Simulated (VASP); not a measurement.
# Moving the Hubbard U on Au d, W d in WAu

```
W Au
1.0
     0.00000    2.90921    2.90921
     2.90921    0.00000    2.90921
     2.90921    2.90921    0.00000
W Au
1 1
Cartesian
  0.0000 0.0000 0.0000
  4.3638 4.3638 4.3638
```

The cell comes from a database or a generator and needn't be the stable form of this composition.

Kept alike: task density of states; functional r2SCAN; k mesh 8 × 8 × 8; occupations tetrahedron; no spin polarisation. Program: VASP, PBE PAW files Au, W_sv, 520 eV. The mesh is that of the run's cell of 2 atoms. No spin-orbit coupling.

```csv
"Hubbard U on Au d, W d, U (eV)",pressure (GPa)
2,-2.09
3,-1.43
4,-0.36
5,1.06
6,0.57
8,0.95
```

Pressure is positive in compression; the values hold the error of the finite cutoff, so their zero can differ a little from the energy's minimum. U acts here on a shell without spin polarisation. Tetrahedron occupations give rough stress and forces in a metal. For a metal such a mesh leaves the last digits unconverged. The pressure doesn't move evenly along the series, which may be noise of the runs. How U acts hangs on the program's projectors. All rows use potentials made for PBE. U enters in Dudarev's form.

The pressure runs from -2.09 (2) to 1.06 GPa (5).
